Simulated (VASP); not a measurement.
# Nb3In under strain, part 2 of 4

How does the pressure of Nb3In answer to a change of volume? The bands are shown for each cell. All runs use LDA. Left out of this account: 1 further run (self-consistent run: a reference on another mesh). The start is a cell from a database of measured crystal structures.

VASP 6.6.1; LDA; plane waves and PAW (Nb_sv, In_d).

Still holding for the runs below: Spin-orbit coupling is off here; with elements this heavy it splits and shifts levels by tenths of an eV or more.

So far, pressure (GPa): step 2 (bands, cell as listed) -7.89.

## 3. Bands, volume times 1.04

The cell is expanded evenly, with fractional positions held.

Input file INCAR:

```
SYSTEM = Nb3In
PREC = Accurate
ENCUT = 400
EDIFF = 1E-06
NELM = 100
ISMEAR = -1
SIGMA = 0.05
LREAL = .FALSE.
ALGO = Normal
GGA = CA
NBANDS = 76
LASPH = .TRUE.
LORBIT = 11
LWAVE = .FALSE.
LCHARG = .FALSE.
KPAR = 8
```

Input file POSCAR:

```
Nb3In
1.0
    5.3727843185      0.0000000000      0.0000000000
    0.0000000000      5.3727843185      0.0000000000
    0.0000000000      0.0000000000      5.3727843185
Nb In
6 2
Direct
    0.2500000000      0.0000000000      0.5000000000
    0.5000000000      0.7500000000      0.0000000000
    0.7500000000      0.0000000000      0.5000000000
    0.5000000000      0.2500000000      0.0000000000
    0.0000000000      0.5000000000      0.7500000000
    0.0000000000      0.5000000000      0.2500000000
    0.0000000000      0.0000000000      0.0000000000
    0.5000000000      0.5000000000      0.5000000000
```

Input file KPOINTS:

```
Automatic mesh
0
Gamma
6 6 6
0 0 0
```

Input file KPOINTS_OPT:

```
Line mode
12
Line-mode
Reciprocal
  0.00000000   0.00000000   0.00000000 GAMMA
  0.00000000   0.50000000   0.00000000 X

  0.00000000   0.50000000   0.00000000 X
  0.50000000   0.50000000   0.00000000 M

  0.50000000   0.50000000   0.00000000 M
  0.00000000   0.00000000   0.00000000 GAMMA

  0.00000000   0.00000000   0.00000000 GAMMA
  0.50000000   0.50000000   0.50000000 R

  0.50000000   0.50000000   0.50000000 R
  0.00000000   0.50000000   0.00000000 X

  0.50000000   0.50000000   0.00000000 M
  0.50000000   0.50000000   0.50000000 R
```

The projector-augmented-wave data sets are Nb_sv and In_d (LDA family, release 64).

Started as:

```
> mpirun -np 8 vasp_std
```

The program printed:

```text
[banner, memory and clock lines left out]
running    8 mpi-ranks, on    1 nodes
 distrk:  each k-point on    1 cores,    8 groups
 distr:  one band on    1 cores,    1 groups

 POSCAR found type information on POSCAR NbIn
 POSCAR found :  2 types and       8 ions
 [... a notice as in an earlier step ...]

 LDA part: xc-table for (Slater(with rela. corr.)+CA(PZ))
 , standard interpolation
 POSCAR, INCAR and KPOINTS ok, starting setup
 FFT: planning ... GRIDC
 FFT: planning ... GRID_SOFT
 FFT: planning ... GRID
 WAVECAR not read
 entering main loop
       N       E                     dE             d eps       ncg     rms          rms(c)
DAV:   1     0.145955647349E+04    0.14596E+04   -0.41680E+04  3056   0.140E+03
DAV:   2     0.125186511058E+03   -0.13344E+04   -0.12883E+04  3080   0.577E+02
DAV:   3    -0.543969791369E+02   -0.17958E+03   -0.16905E+03  4200   0.187E+02
DAV:   4    -0.756129456179E+02   -0.21216E+02   -0.20430E+02  4680   0.592E+01
DAV:   5    -0.772837159296E+02   -0.16708E+01   -0.16527E+01  5736   0.143E+01    0.180E+01
DAV:   6    -0.740105729274E+02    0.32731E+01   -0.71382E+00  4304   0.131E+01    0.563E+00
DAV:   7    -0.736848913353E+02    0.32568E+00   -0.17205E+00  4840   0.573E+00    0.251E+00
DAV:   8    -0.736700098217E+02    0.14882E-01   -0.10525E-01  4792   0.157E+00    0.108E+00
DAV:   9    -0.736682577036E+02    0.17521E-02   -0.19802E-02  4920   0.747E-01    0.219E-01
DAV:  10    -0.736682437542E+02    0.13949E-04   -0.17073E-03  4656   0.194E-01    0.593E-02
DAV:  11    -0.736682549342E+02   -0.11180E-04   -0.17368E-04  5064   0.757E-02    0.300E-02
DAV:  12    -0.736682517136E+02    0.32207E-05   -0.11039E-05  4256   0.142E-02    0.118E-02
DAV:  13    -0.736682515079E+02    0.20564E-06   -0.10122E-06  2600   0.613E-03
   1 F= -.73668252E+02 E0= -.73608556E+02  d E =-.119391E+00
 Start KPOINTS_OPT (optional k-point list driver)
k-point batch [1-20\72]
       N       E                     dE             ncg
DAV:   1     0.102056253896E+05   -0.13029E+05     3048
DAV:   2    -0.168319627555E+05   -0.27038E+05     3056
DAV:   3    -0.205136415577E+05   -0.36817E+04     4168
DAV:   4    -0.209459746376E+05   -0.43233E+03     4648
DAV:   5    -0.209778612471E+05   -0.31887E+02     5784
DAV:   6    -0.209794107216E+05   -0.15495E+01     4956
DAV:   7    -0.209795228281E+05   -0.11211E+00     5648
DAV:   8    -0.209795302497E+05   -0.74216E-02     4896
DAV:   9    -0.209795306878E+05   -0.43809E-03     4200
DAV:  10    -0.209795307245E+05   -0.36708E-04     3656
DAV:  11    -0.209795307258E+05   -0.12178E-05     2928
DAV:  12    -0.209795307260E+05   -0.23214E-06     2472
[...]
k-point batch [61-72\72]
       N       E                     dE             ncg
DAV:   1     0.215819292874E+05   -0.23312E+05     1832
DAV:   2     0.522686999126E+04   -0.16355E+05     1824
DAV:   3     0.308005025472E+04   -0.21468E+04     2564
DAV:   4     0.281826968950E+04   -0.26178E+03     2856
DAV:   5     0.280037979385E+04   -0.17890E+02     3376
DAV:   6     0.279963603550E+04   -0.74376E+00     2960
DAV:   7     0.279959520523E+04   -0.40830E-01     3184
DAV:   8     0.279959258605E+04   -0.26192E-02     2912
DAV:   9     0.279959239905E+04   -0.18700E-03     2560
DAV:  10     0.279959237669E+04   -0.22358E-04     2040
DAV:  11     0.279959237542E+04   -0.12729E-05     1576
DAV:  12     0.279959237521E+04   -0.20706E-06     1336
```

It took 80 s on 8 MPI ranks of Intel Xeon 6975P-C (Granite Rapids), shared host; peak memory 2.8 GiB; 10 min of CPU time.

Parts of OUTCAR (step 3):

```text
  LATTYP: Found a simple cubic cell.
 ALAT       =     5.3727843185

 Found     20 irreducible k-points:

   ENCUT  =  400.0 eV  29.40 Ry    5.42 a.u.   8.76  8.76  8.76*2*pi/ulx,y,z

   NELECT =     104.0000    total number of electrons

 E-fermi :  10.2182

 k-point     1 :       0.0000    0.0000    0.0000
  band No.  band energies     occupation
    ...
     50       9.8587      1.99849
     51       9.8587      1.99849
     52       9.8587      1.99849
     53      10.1568      1.54672
     54      10.1568      1.54672
     55      12.4348      0.00000
     56      12.4348      0.00000
     57      12.4348      0.00000
     58      13.4114      0.00000
     59      13.4114      0.00000
    ...

 k-point     2 :       0.1667    0.0000    0.0000
  band No.  band energies     occupation
    ...
     50       9.8379      1.99901
     51       9.9528      1.99016
     52       9.9528      1.99016
     53      10.2326      0.85675
     54      10.2331      0.85225
     55      12.2887      0.00000
     56      12.3687      0.00000
     57      12.3687      0.00000
     58      13.1159      0.00000
     59      13.2025      0.00000
    ...

  Total      -12.6533480    -12.6533480    -12.6533480     -0.0000000      0.0000000      0.0000000
  in kB     -130.7127084   -130.7127084   -130.7127084     -0.0000000      0.0000000      0.0000000
  external PRESSURE =    -130.7127084 kB  Pullay stress =       0.0000000 kB

  energy-cutoff  :      400.00
  volume of cell :      155.10
      direct lattice vectors                 reciprocal lattice vectors
     5.372784318  0.000000000  0.000000000     0.186123235  0.000000000  0.000000000
     0.000000000  5.372784318  0.000000000     0.000000000  0.186123235  0.000000000
     0.000000000  0.000000000  5.372784318     0.000000000  0.000000000  0.186123235

 POSITION                                       TOTAL-FORCE (eV/Angst)
 -----------------------------------------------------------------------------------
      1.34320      0.00000      2.68639         0.000000     -0.000000      0.000000
      2.68639      4.02959      0.00000        -0.000000      0.000000     -0.000000
      4.02959      0.00000      2.68639        -0.000000      0.000000      0.000000
      2.68639      1.34320      0.00000        -0.000000     -0.000000      0.000000
      0.00000      2.68639      4.02959        -0.000000      0.000000      0.000000
      0.00000      2.68639      1.34320         0.000000     -0.000000     -0.000000
      0.00000      0.00000      0.00000        -0.000000     -0.000000     -0.000000
      2.68639      2.68639      2.68639        -0.000000     -0.000000     -0.000000
 -----------------------------------------------------------------------------------
    total drift:                                0.000000      0.000000     -0.000000

  FREE ENERGIE OF THE ION-ELECTRON SYSTEM (eV)
  ---------------------------------------------------
  free  energy   TOTEN  =       -73.6682515079 eV

  energy  without entropy=      -73.5488600691  energy(sigma->0) =      -73.60855579

 total charge
# of ion       s       p       d       tot
------------------------------------------
    1        2.186   5.985   2.482  10.653
    2        2.186   5.985   2.482  10.653
    3        2.186   5.985   2.482  10.653
    4        2.186   5.985   2.482  10.653
    5        2.186   5.985   2.482  10.653
    6        2.186   5.985   2.482  10.653
    7        0.874   0.971   9.860  11.705
    8        0.874   0.971   9.860  11.705
--------------------------------------------------
tot         14.866  37.853  34.611  87.330

[... 5 parts as in an earlier step ...]

[... 6 further parts left out ...]
```

Numbers from this step:

```yaml
free_energy_toten: -73.6683 eV
energy_at_zero_smearing: -73.6086 eV
fermi_energy: 10.22 eV
pressure: -13.07 GPa
```

Electronic bands along the path, in eV, zero at the Fermi level; # counts the bands kept, so #1 is VASP's band 35:

```tsv
point	#15	#16	#17	#18	#19	#20	#21	#22
Γ	-1.24	-0.36	-0.36	-0.36	-0.06	-0.06	2.22	2.22
0.45 of the way	-1.09	-0.40	-0.25	-0.25	0.04	0.05	1.89	2.11
X	-0.74	-0.74	-0.68	-0.68	-0.30	-0.30	1.47	1.47
0.55 of the way	-0.36	-0.26	-0.21	-0.21	0.05	0.13	1.16	1.30
M	0.20	0.20	0.23	0.23	0.57	0.70	0.70	0.70
0.45 of the way	-0.95	-0.27	-0.26	-0.14	-0.10	0.22	1.29	1.58
Γ	-1.24	-0.36	-0.36	-0.36	-0.06	-0.06	2.22	2.22
0.55 of the way	-0.70	-0.31	-0.31	-0.10	-0.10	-0.08	0.95	0.95
R	0.20	0.20	0.20	0.20	0.20	0.20	0.22	0.22
0.45 of the way	-0.46	-0.46	-0.06	-0.06	0.22	0.22	0.61	0.61
X	-0.74	-0.74	-0.68	-0.68	-0.30	-0.30	1.47	1.47
jump to M	0.20	0.20	0.23	0.23	0.57	0.70	0.70	0.70
0.45 of the way	-0.17	0.06	0.06	0.26	0.26	0.26	0.56	0.71
R	0.20	0.20	0.20	0.20	0.20	0.20	0.22	0.22
```

Of the projections kept (Nb, In), the largest for each band there; the rest of the weight can lie on other orbitals:

```tsv
point	#15	#16	#17	#18	#19	#20	#21	#22
Γ	Nb 1.00	Nb 0.96	Nb 0.96	Nb 0.96	Nb 0.99	Nb 0.99	Nb 1.00	Nb 1.00
X	Nb 0.85	Nb 0.85	Nb 0.98	Nb 0.98	Nb 0.96	Nb 0.96	Nb 0.97	Nb 0.97
M	Nb 1.00	Nb 1.00	Nb 0.95	Nb 0.95	Nb 0.72	Nb 0.96	Nb 0.96	Nb 0.96
Γ	Nb 1.00	Nb 0.96	Nb 0.96	Nb 0.96	Nb 0.99	Nb 0.99	Nb 1.00	Nb 1.00
R	Nb 0.95	Nb 0.95	Nb 0.95	Nb 0.95	Nb 0.95	Nb 0.95	Nb 0.95	Nb 0.95
X	Nb 0.85	Nb 0.85	Nb 0.98	Nb 0.98	Nb 0.96	Nb 0.96	Nb 0.97	Nb 0.97
```

 The pressure is -13.07 GPa.

Between step 2 and this run (cell volume +4.0 %) the value for the pressure moves from -7.89 GPa to -13.1 GPa.

## 4. Bands, volume times 1.08

The cell is expanded evenly, with fractional positions held.

INCAR is that of step 3.

POSCAR, as its differences from that of step 3:

```diff
@@ -2,5 +2,5 @@
 1.0
-    5.3727843185      0.0000000000      0.0000000000
-    0.0000000000      5.3727843185      0.0000000000
-    0.0000000000      0.0000000000      5.3727843185
+    5.4408014671      0.0000000000      0.0000000000
+    0.0000000000      5.4408014671      0.0000000000
+    0.0000000000      0.0000000000      5.4408014671
 Nb In
```

KPOINTS is that of step 3.

KPOINTS_OPT is that of step 3.

Started as:

```
> mpirun -np 8 vasp_std
```

The program printed:

```text
[... set-up lines as in an earlier step ...]
 entering main loop
       N       E                     dE             d eps       ncg     rms          rms(c)
DAV:   1     0.145068480778E+04    0.14507E+04   -0.41766E+04  3040   0.139E+03
DAV:   2     0.122861659969E+03   -0.13278E+04   -0.12804E+04  3088   0.571E+02
DAV:   3    -0.542998759289E+02   -0.17716E+03   -0.16725E+03  4220   0.186E+02
DAV:   4    -0.752559550937E+02   -0.20956E+02   -0.20176E+02  4680   0.592E+01
DAV:   5    -0.769427866274E+02   -0.16868E+01   -0.16660E+01  5688   0.143E+01    0.171E+01
DAV:   6    -0.734631090779E+02    0.34797E+01   -0.78252E+00  4312   0.133E+01    0.531E+00
DAV:   7    -0.731404846748E+02    0.32262E+00   -0.17612E+00  4840   0.564E+00    0.252E+00
DAV:   8    -0.731239424845E+02    0.16542E-01   -0.10288E-01  4760   0.156E+00    0.114E+00
DAV:   9    -0.731212565895E+02    0.26859E-02   -0.22091E-02  4744   0.761E-01    0.217E-01
DAV:  10    -0.731212214541E+02    0.35135E-04   -0.20412E-03  4712   0.216E-01    0.616E-02
DAV:  11    -0.731212419882E+02   -0.20534E-04   -0.20058E-04  5104   0.752E-02    0.303E-02
DAV:  12    -0.731212391174E+02    0.28709E-05   -0.14170E-05  4432   0.157E-02    0.130E-02
DAV:  13    -0.731212390184E+02    0.98989E-07   -0.96089E-07  2640   0.544E-03
   1 F= -.73121239E+02 E0= -.73058672E+02  d E =-.125134E+00
 Start KPOINTS_OPT (optional k-point list driver)
k-point batch [1-20\72]
       N       E                     dE             ncg
DAV:   1     0.883244126061E+04   -0.14484E+05     3056
DAV:   2    -0.179495054577E+05   -0.26782E+05     3056
DAV:   3    -0.215475549805E+05   -0.35980E+04     4164
DAV:   4    -0.219773885607E+05   -0.42983E+03     4608
DAV:   5    -0.220090979930E+05   -0.31709E+02     5776
DAV:   6    -0.220107175249E+05   -0.16195E+01     5048
DAV:   7    -0.220108318142E+05   -0.11429E+00     5520
DAV:   8    -0.220108381083E+05   -0.62941E-02     5008
DAV:   9    -0.220108383460E+05   -0.23774E-03     4176
DAV:  10    -0.220108383589E+05   -0.12834E-04     3736
DAV:  11    -0.220108383596E+05   -0.71629E-06     2824
[...]
k-point batch [61-72\72]
       N       E                     dE             ncg
DAV:   1     0.210630465719E+05   -0.23565E+05     1824
DAV:   2     0.486687016048E+04   -0.16196E+05     1840
DAV:   3     0.275531227525E+04   -0.21116E+04     2560
DAV:   4     0.249629684613E+04   -0.25902E+03     2848
DAV:   5     0.247795336192E+04   -0.18343E+02     3376
DAV:   6     0.247715471579E+04   -0.79865E+00     3024
DAV:   7     0.247710761999E+04   -0.47096E-01     3176
DAV:   8     0.247710476931E+04   -0.28507E-02     2968
DAV:   9     0.247710460752E+04   -0.16180E-03     2496
DAV:  10     0.247710459326E+04   -0.14253E-04     2176
DAV:  11     0.247710459185E+04   -0.14089E-05     1616
DAV:  12     0.247710459162E+04   -0.23709E-06     1384
```

The job ended after 76 s (8 MPI ranks; peak memory 2.9 GiB; 9.9 min of CPU time).

Parts of OUTCAR (step 4):

```text
  LATTYP: Found a simple cubic cell.
 ALAT       =     5.4408014671

 Found     20 irreducible k-points:

   ENCUT  =  400.0 eV  29.40 Ry    5.42 a.u.   8.87  8.87  8.87*2*pi/ulx,y,z

   NELECT =     104.0000    total number of electrons

 E-fermi :   9.7166

 k-point     1 :       0.0000    0.0000    0.0000
  band No.  band energies     occupation
    ...
     50       9.3800      1.99762
     51       9.3800      1.99762
     52       9.3800      1.99762
     53       9.6584      1.52389
     54       9.6584      1.52389
     55      11.8385      0.00000
     56      11.8385      0.00000
     57      11.8385      0.00000
     58      12.7526      0.00000
     59      12.7526      0.00000
    ...

 k-point     2 :       0.1667    0.0000    0.0000
  band No.  band energies     occupation
    ...
     50       9.3614      1.99836
     51       9.4646      1.98713
     52       9.4646      1.98713
     53       9.7291      0.87584
     54       9.7312      0.85503
     55      11.6941      0.00000
     56      11.7770      0.00000
     57      11.7770      0.00000
     58      12.4794      0.00000
     59      12.5609      0.00000
    ...

  Total      -17.3265739    -17.3265739    -17.3265739     -0.0000000      0.0000000      0.0000000
  in kB     -172.3592682   -172.3592682   -172.3592682     -0.0000000      0.0000000      0.0000000
  external PRESSURE =    -172.3592682 kB  Pullay stress =       0.0000000 kB

  energy-cutoff  :      400.00
  volume of cell :      161.06
      direct lattice vectors                 reciprocal lattice vectors
     5.440801467  0.000000000  0.000000000     0.183796451  0.000000000  0.000000000
     0.000000000  5.440801467  0.000000000     0.000000000  0.183796451  0.000000000
     0.000000000  0.000000000  5.440801467     0.000000000  0.000000000  0.183796451

 POSITION                                       TOTAL-FORCE (eV/Angst)
 -----------------------------------------------------------------------------------
      1.36020      0.00000      2.72040         0.000000      0.000000     -0.000000
      2.72040      4.08060      0.00000        -0.000000     -0.000000      0.000000
      4.08060      0.00000      2.72040        -0.000000     -0.000000      0.000000
      2.72040      1.36020      0.00000         0.000000      0.000000     -0.000000
      0.00000      2.72040      4.08060         0.000000     -0.000000     -0.000000
      0.00000      2.72040      1.36020        -0.000000      0.000000      0.000000
      0.00000      0.00000      0.00000        -0.000000     -0.000000     -0.000000
      2.72040      2.72040      2.72040        -0.000000     -0.000000     -0.000000
 -----------------------------------------------------------------------------------
    total drift:                                0.000000      0.000000     -0.000000

  FREE ENERGIE OF THE ION-ELECTRON SYSTEM (eV)
  ---------------------------------------------------
  free  energy   TOTEN  =       -73.1212390184 eV

  energy  without entropy=      -72.9961046299  energy(sigma->0) =      -73.05867182

 total charge
# of ion       s       p       d       tot
------------------------------------------
    1        2.182   5.980   2.447  10.609
    2        2.182   5.980   2.447  10.609
    3        2.182   5.980   2.447  10.609
    4        2.182   5.980   2.447  10.609
    5        2.182   5.980   2.447  10.609
    6        2.182   5.980   2.447  10.609
    7        0.865   0.931   9.855  11.651
    8        0.865   0.931   9.855  11.651
--------------------------------------------------
tot         14.820  37.741  34.394  86.956

[... 5 parts as in an earlier step ...]

[... 6 further parts left out ...]
```

This step gave:

* free energy (TOTEN): -73.1212 eV
* energy at zero smearing: -73.0587 eV
* Fermi energy: 9.717 eV
* pressure: -17.24 GPa

Electronic bands along the path, in eV, zero at the Fermi level; # counts the bands kept, so #1 is VASP's band 35:

```tsv
point	#15	#16	#17	#18	#19	#20	#21	#22
Γ	-1.15	-0.34	-0.34	-0.34	-0.06	-0.06	2.12	2.12
0.45 of the way	-1.01	-0.38	-0.24	-0.24	0.03	0.04	1.80	2.03
X	-0.72	-0.72	-0.63	-0.63	-0.32	-0.32	1.39	1.39
0.55 of the way	-0.36	-0.23	-0.21	-0.17	0.01	0.13	1.09	1.26
M	0.20	0.20	0.22	0.22	0.52	0.67	0.67	0.68
0.45 of the way	-0.89	-0.25	-0.24	-0.13	-0.10	0.20	1.24	1.53
Γ	-1.15	-0.34	-0.34	-0.34	-0.06	-0.06	2.12	2.12
0.45 of the way	-0.83	-0.19	-0.19	-0.16	-0.05	-0.05	1.21	1.21
R	0.17	0.17	0.17	0.17	0.17	0.17	0.23	0.23
0.45 of the way	-0.44	-0.44	-0.06	-0.06	0.23	0.23	0.59	0.59
X	-0.72	-0.72	-0.63	-0.63	-0.32	-0.32	1.39	1.39
jump to M	0.20	0.20	0.22	0.22	0.52	0.67	0.67	0.68
0.45 of the way	-0.14	0.07	0.07	0.24	0.24	0.25	0.52	0.67
R	0.17	0.17	0.17	0.17	0.17	0.17	0.23	0.23
```

Of the projections kept (Nb, In), the largest for each band there; the rest of the weight can lie on other orbitals:

```tsv
point	#15	#16	#17	#18	#19	#20	#21	#22
Γ	Nb 1.00	Nb 0.96	Nb 0.96	Nb 0.96	Nb 0.99	Nb 0.99	Nb 1.00	Nb 1.00
X	Nb 0.95	Nb 0.95	Nb 0.98	Nb 0.98	Nb 0.96	Nb 0.96	Nb 0.97	Nb 0.97
M	Nb 0.95	Nb 0.95	Nb 1.00	Nb 1.00	Nb 0.72	Nb 0.96	Nb 0.96	Nb 0.96
Γ	Nb 1.00	Nb 0.96	Nb 0.96	Nb 0.96	Nb 0.99	Nb 0.99	Nb 1.00	Nb 1.00
R	Nb 0.95	Nb 0.95	Nb 0.95	Nb 0.95	Nb 0.95	Nb 0.95	Nb 0.95	Nb 0.95
X	Nb 0.95	Nb 0.95	Nb 0.98	Nb 0.98	Nb 0.96	Nb 0.96	Nb 0.97	Nb 0.97
```

 The pressure is -17.24 GPa.

For the pressure, step 2 gave -7.89 GPa; this run, with cell volume +8.0 %, gives -17.2 GPa.

[end of part 2 of 4]

[Lines on the potential files, build, host, timing and source positions are cut from VASP's logs without a mark.]

[Logs are printed without paths, hosts, clocks, repeated set-up lines and the standing remarks that a program may print on its own settings, such as how far it seeks lower states.]

[Hosts, paths, dates, database ids (printed as entryN), source tags and the programs' standing remarks are cut or masked in the printed files.]

[A measured line is paired with the nearest computed mode of its activity, which favours agreement.]
